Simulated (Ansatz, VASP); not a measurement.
## VH2: VASP beside Ansatz

Aim: how closely do two programs agree when they are given the same cell, functional and k mesh? The cell is taken from a series of runs on this material, whose earlier steps may have relaxed, scaled, displaced or heated it; both programs get it as it stands. Other levels of theory on this material are compared in a session of their own.

Program: Ansatz 0.2.0. Level of theory: plane waves, with VASP 6.6.1 beside it; zone-centre phonons at PBEsol. Results are calculated unless marked as measured.

## Step 1: The starting structure

It takes space group Fm-3m (No. 225, cubic). Conventional cell: a = 4.164 Å, b = 4.164 Å, c = 4.164 Å, α = 90.00°, β = 90.00°, γ = 90.00°. V has 8 H at 1.80 Å nearest. H has 4 V at 1.80 Å nearest. Farther neighbours are not listed.

## Step 2: VASP: zone-centre phonons, PBEsol

Second derivatives magnify differences that forces hide, and they need a tight electronic threshold.

Lines of VASP's logs that name or quote its potential files are left out, and so is its time.

INCAR reads:

```
SYSTEM = VH2
PREC = Accurate
ENCUT = 500
EDIFF = 1E-08
NELM = 120
ISMEAR = 1
SIGMA = 0.2
LREAL = .FALSE.
ALGO = Normal
GGA = PS
NBANDS = 13
LASPH = .TRUE.
LORBIT = 11
LWAVE = .FALSE.
LCHARG = .FALSE.
ISIF = 2
IBRION = 8
GGA_COMPAT = .FALSE.
KPAR = 2
```

POSCAR reads:

```
VH2
1.0
    0.0000000000      2.0820471831      2.0820471831
    2.0820471831      0.0000000000      2.0820471831
    2.0820471831      2.0820471831      0.0000000000
V H
1 2
Direct
    0.0000000000      0.0000000000      0.0000000000
    0.2500000000      0.2500000000      0.2500000000
    0.7500000000      0.7500000000      0.7500000000
```

KPOINTS reads:

```
Automatic mesh
0
Gamma
20 20 20
0 0 0
```

Potentials, in the order of the species: V_sv and H (PBE family, release 64).

The run is started by

```console
mpirun -np 2 vasp_std
```

Numbers of over 12 decimals in the logs are rounded to 6 here.

Log:

```text
[banner, memory and clock lines left out]
running    2 mpi-ranks, on    1 nodes
 distrk:  each k-point on    1 cores,    2 groups
 distr:  one band on    1 cores,    1 groups

 POSCAR found type information on POSCAR V H
 POSCAR found :  2 types and       3 ions
|                                                                             |
|               ----> ADVICE to this user running VASP <----                  |
|                                                                             |
|     You enforced a specific xc type in the INCAR file but a different       |
|     [... a line on the potential file left out ...]
|     I HOPE YOU KNOW WHAT YOU ARE DOING!                                     |
|                                                                             |

 LDA part: xc-table for (Slater+PW92), standard interpolation
 POSCAR, INCAR and KPOINTS ok, starting setup
 FFT: planning ... GRIDC
 FFT: planning ... GRID_SOFT
 FFT: planning ... GRID
 WAVECAR not read
 entering main loop
       N       E                     dE             d eps       ncg     rms          rms(c)
DAV:   1     0.101812267739E+03    0.10181E+03   -0.76504E+03  6656   0.118E+03
DAV:   2    -0.175427500800E+02   -0.11936E+03   -0.11474E+03  6811   0.344E+02
DAV:   3    -0.196785490390E+02   -0.21358E+01   -0.21227E+01  7766   0.522E+01
DAV:   4    -0.196883507287E+02   -0.98017E-02   -0.98009E-02  7406   0.386E+00
DAV:   5    -0.196884472369E+02   -0.96508E-04   -0.96508E-04  7706   0.371E-01    0.271E+01
DAV:   6    -0.171581224804E+02    0.25303E+01   -0.69528E+00  6951   0.401E+01    0.322E+00
DAV:   7    -0.171032565917E+02    0.54866E-01   -0.27050E-01  6916   0.634E+00    0.291E+00
DAV:   8    -0.170812276918E+02    0.22029E-01   -0.23180E-02  7621   0.181E+00    0.461E-01
DAV:   9    -0.170814209888E+02   -0.19330E-03   -0.20514E-03  6911   0.655E-01    0.310E-01
DAV:  10    -0.170813907877E+02    0.30201E-04   -0.13730E-04  7281   0.179E-01    0.272E-02
DAV:  11    -0.170813891603E+02    0.16274E-05   -0.18956E-06  7101   0.175E-02    0.211E-02
DAV:  12    -0.170813886757E+02    0.48462E-06   -0.77891E-07  7386   0.144E-02    0.958E-04
DAV:  13    -0.170813886990E+02   -0.23350E-07   -0.12933E-08  5529   0.142E-03    0.303E-04
DAV:  14    -0.170813887174E+02   -0.18335E-07   -0.79727E-10  3703   0.436E-04    0.708E-05
DAV:  15    -0.170813887162E+02    0.11908E-08   -0.26798E-10  3598   0.263E-04
   1 F= -.17081389E+02 E0= -.17081847E+02  d E =0.137467E-02
 Linear response reoptimize wavefunctions to high precision
DAV:   1    -0.170813887166E+02   -0.46884E-09   -0.50126E-11  3713   0.109E-04
DAV:   2    -0.170813887167E+02   -0.63665E-11   -0.95387E-12  3538   0.401E-05
 Linear response DOF=           2
 Linear response progress:
  Degree of freedom:   1/  2
       N       E                     dE             d eps       ncg     rms          rms(c)
RMM:   1    -0.106807680334E+01   -0.10681E+01   -0.18730E+01 17073   0.975E+01
RMM:   2    -0.947201915859E+00    0.12087E+00   -0.23970E-01 24231   0.568E+00    0.141E-01
RMM:   3    -0.950066052349E+00   -0.28641E-02   -0.22401E-02 28029   0.131E+00    0.557E-02
RMM:   4    -0.948515540136E+00    0.15505E-02   -0.66361E-04 29671   0.269E-01    0.155E-02
RMM:   5    -0.948046726493E+00    0.46881E-03   -0.30518E-05 29792   0.596E-02    0.592E-03
RMM:   6    -0.947859247459E+00    0.18748E-03   -0.39427E-06 29344   0.211E-02    0.935E-04
RMM:   7    -0.947874439462E+00   -0.15192E-04   -0.55219E-07 31390   0.523E-03    0.670E-04
RMM:   8    -0.947899472934E+00   -0.25033E-04   -0.21368E-07 28837   0.203E-03    0.166E-04
RMM:   9    -0.947906108122E+00   -0.66352E-05   -0.32450E-07 29870   0.804E-04    0.168E-05
RMM:  10    -0.947906529467E+00   -0.42135E-06   -0.52215E-07 32516   0.308E-04    0.700E-06
RMM:  11    -0.947906368234E+00    0.16123E-06   -0.42251E-07 31216   0.123E-04    0.130E-06
RMM:  12    -0.947906303678E+00    0.64556E-07   -0.27370E-07 30317   0.627E-05    0.869E-07
RMM:  13    -0.947906280100E+00    0.23578E-07   -0.16771E-07 27435   0.361E-05    0.580E-07
RMM:  14    -0.947906292374E+00   -0.12274E-07   -0.10339E-07 18453   0.221E-05    0.219E-07
RMM:  15    -0.947906293062E+00   -0.68761E-09   -0.64358E-08 13336   0.150E-05    0.440E-07
 first order change of Fermi-energy   0.13990E-02
 force on displaced ion       1 direction 1 : -10.384   0.000   0.000
 Linear response progress:
  Degree of freedom:   2/  2
       N       E                     dE             d eps       ncg     rms          rms(c)
RMM:   1    -0.163682133208E-01   -0.16368E-01    0.14870E-02 61626   0.122E+00
RMM:   2    -0.161301846377E-01    0.23803E-03   -0.67899E-04 45874   0.241E-01    0.142E-01
RMM:   3    -0.164282513878E-01   -0.29807E-03   -0.12000E-04 47305   0.810E-02    0.784E-02
RMM:   4    -0.170082374647E-01   -0.57999E-03   -0.80451E-05 48370   0.649E-02    0.132E-02
RMM:   5    -0.171173673102E-01   -0.10913E-03   -0.26243E-06 47714   0.153E-02    0.160E-03
RMM:   6    -0.171081264192E-01    0.92409E-05   -0.15385E-07 51212   0.458E-03    0.739E-04
RMM:   7    -0.171094306465E-01   -0.13042E-05    0.26892E-09 46728   0.108E-03    0.171E-04
RMM:   8    -0.171101033166E-01   -0.67267E-06   -0.25495E-09 49080   0.360E-04    0.301E-05
RMM:   9    -0.171101839863E-01   -0.80670E-07   -0.99367E-10 51260   0.101E-04    0.740E-06
RMM:  10    -0.171101867193E-01   -0.27331E-08   -0.32341E-10 51178   0.285E-05    0.202E-06
 first order change of Fermi-energy  -0.56026E-04
 force on displaced ion       2 direction 1 :  -6.158   0.000   0.000
 Linear response finished
```

Parts of OUTCAR (step 2):

```text
ion  position               nearest neighbor table
   1  0.000  0.000  0.000-   3 1.80   3 1.80   3 1.80   2 1.80   2 1.80   2 1.80   3 1.80   2 1.80

  LATTYP: Found a face centered cubic cell.
 ALAT       =     4.1640943662

 Subroutine GETGRP returns: Found 48 space group operations
 (whereof 48 operations were pure point group operations)

The static configuration has the point symmetry O_h .

 Found    256 irreducible k-points:

   k-points           NKPTS =    256   k-points in BZ     NKDIM =    256   number of bands    NBANDS=     13

   dimension x,y,z NGX =    24 NGY =   24 NGZ =   24
   dimension x,y,z NGXF=    48 NGYF=   48 NGZF=   48

   ENCUT  =  500.0 eV  36.75 Ry    6.06 a.u.   5.37  5.37  5.37*2*pi/ulx,y,z

   NELECT =      15.0000    total number of electrons

 k-points in reciprocal lattice and weights: Automatic mesh
   0.00000000  0.00000000  0.00000000       0.000
   0.05000000  0.00000000  0.00000000       0.001
   0.10000000  0.00000000  0.00000000       0.001
   0.15000000  0.00000000  0.00000000       0.001
   0.20000000  0.00000000  0.00000000       0.001
   0.25000000  0.00000000  0.00000000       0.001
   0.30000000  0.00000000  0.00000000       0.001
   0.35000000  0.00000000  0.00000000       0.001
   0.40000000  0.00000000  0.00000000       0.001
[...]
-0.30000000  0.50000000  0.20000000       0.002
  -0.25000000  0.50000000  0.25000000       0.001

 average (electrostatic) potential at core
       1 -71.6960       2 -28.8970       3 -28.8970

  Total       -0.0112747     -0.0112747     -0.0112747     -0.0000000      0.0000000     -0.0000000
  in kB       -1.0007250     -1.0007250     -1.0007250     -0.0000000      0.0000000     -0.0000000
  external PRESSURE =      -1.0007250 kB  Pullay stress =       0.0000000 kB

  energy-cutoff  :      500.00
  volume of cell :       18.05
      direct lattice vectors                 reciprocal lattice vectors
     0.000000000  2.082047183  2.082047183    -0.240148256  0.240148256  0.240148256
     2.082047183  0.000000000  2.082047183     0.240148256 -0.240148256  0.240148256
     2.082047183  2.082047183  0.000000000     0.240148256  0.240148256 -0.240148256

 POSITION                                       TOTAL-FORCE (eV/Angst)
 -----------------------------------------------------------------------------------
      0.00000      0.00000      0.00000        -0.000000     -0.000000     -0.000000
      1.04102      1.04102      1.04102         0.000000      0.000000      0.000000
      3.12307      3.12307      3.12307        -0.000000      0.000000     -0.000000
 -----------------------------------------------------------------------------------
    total drift:                               -0.000000      0.000000      0.000000

 Eigenvectors and eigenvalues of the dynamical matrix
 ----------------------------------------------------

   1 f  =   41.686861 THz   261.926274 2PiTHz 1390.524016 cm-1   172.402928 meV
             X         Y         Z           dx          dy          dz
      0.000000  0.000000  0.000000     0.000000    0.000000    0.000000
      1.041024  1.041024  1.041024    -0.573502   -0.413636   -0.000000
      3.123071  3.123071  3.123071     0.573502    0.413636   -0.000000

   2 f  =   41.686861 THz   261.926274 2PiTHz 1390.524016 cm-1   172.402928 meV
             X         Y         Z           dx          dy          dz
      0.000000  0.000000  0.000000    -0.000000    0.000000    0.000000
      1.041024  1.041024  1.041024    -0.413636    0.573502   -0.000000
      3.123071  3.123071  3.123071     0.413636   -0.573502   -0.000000

   3 f  =   41.686861 THz   261.926274 2PiTHz 1390.524016 cm-1   172.402928 meV
             X         Y         Z           dx          dy          dz
      0.000000  0.000000  0.000000    -0.000000   -0.000000    0.000000
      1.041024  1.041024  1.041024    -0.000000   -0.000000   -0.707107
      3.123071  3.123071  3.123071     0.000000    0.000000    0.707107

   4 f  =   36.362565 THz   228.472731 2PiTHz 1212.924593 cm-1   150.383416 meV
             X         Y         Z           dx          dy          dz
      0.000000  0.000000  0.000000    -0.172033   -0.056341    0.070055
      1.041024  1.041024  1.041024     0.614775    0.201341   -0.250350
      3.123071  3.123071  3.123071     0.614775    0.201341   -0.250350

   5 f  =   36.362565 THz   228.472731 2PiTHz 1212.924593 cm-1   150.383416 meV
             X         Y         Z           dx          dy          dz
      0.000000  0.000000  0.000000    -0.060101   -0.040412   -0.180089
      1.041024  1.041024  1.041024     0.214777    0.144416    0.643565
      3.123071  3.123071  3.123071     0.214777    0.144416    0.643565

   6 f  =   36.362565 THz   228.472731 2PiTHz 1212.924593 cm-1   150.383416 meV
             X         Y         Z           dx          dy          dz
      0.000000  0.000000  0.000000    -0.066858    0.181300   -0.018371
      1.041024  1.041024  1.041024     0.238922   -0.647894    0.065652
      3.123071  3.123071  3.123071     0.238922   -0.647894    0.065652

   7 f/i=    0.009602 THz     0.060329 2PiTHz    0.320275 cm-1     0.039709 meV
             X         Y         Z           dx          dy          dz
      0.000000  0.000000  0.000000    -0.071738    0.043325   -0.977394
      1.041024  1.041024  1.041024    -0.010037    0.006062   -0.136752
      3.123071  3.123071  3.123071    -0.010037    0.006062   -0.136752

   8 f/i=    0.009602 THz     0.060329 2PiTHz    0.320275 cm-1     0.039709 meV
             X         Y         Z           dx          dy          dz
      0.000000  0.000000  0.000000    -0.803999    0.555798    0.083648
      1.041024  1.041024  1.041024    -0.112492    0.077764    0.011704
      3.123071  3.123071  3.123071    -0.112492    0.077764    0.011704

   9 f/i=    0.009602 THz     0.060329 2PiTHz    0.320275 cm-1     0.039709 meV
             X         Y         Z           dx          dy          dz
      0.000000  0.000000  0.000000     0.557460    0.807177   -0.005136
      1.041024  1.041024  1.041024     0.077997    0.112936   -0.000719
      3.123071  3.123071  3.123071     0.077997    0.112936   -0.000719

 ELASTIC MODULI CONTR FROM IONIC RELAXATION (kBar)
 Direction    XX          YY          ZZ          XY          YZ          ZX
 --------------------------------------------------------------------------------
 XX          -0.0000     -0.0000     -0.0000      0.0000      0.0000      0.0000
 YY          -0.0000     -0.0000     -0.0000      0.0000      0.0000      0.0000
 ZZ          -0.0000     -0.0000     -0.0000      0.0000      0.0000      0.0000
 XY           0.0000      0.0000      0.0000   -583.4757     -0.0000      0.0000
 YZ           0.0000      0.0000      0.0000     -0.0000   -583.4757     -0.0000
 ZX           0.0000      0.0000      0.0000      0.0000     -0.0000   -583.4757
 --------------------------------------------------------------------------------
```

Energies printed during the response cycles are not total energies of the cell.

[end of part 1 of 2]

[Lines on the potential files, build, host, timing and source positions are cut from VASP's logs without a mark.]

[Logs are printed without paths, hosts, clocks, repeated set-up lines and the standing remarks that a program may print on its own settings, such as how far it seeks lower states.]

[Hosts, paths, dates, database ids (printed as entryN), source tags and the programs' standing remarks are cut or masked in the printed files.]
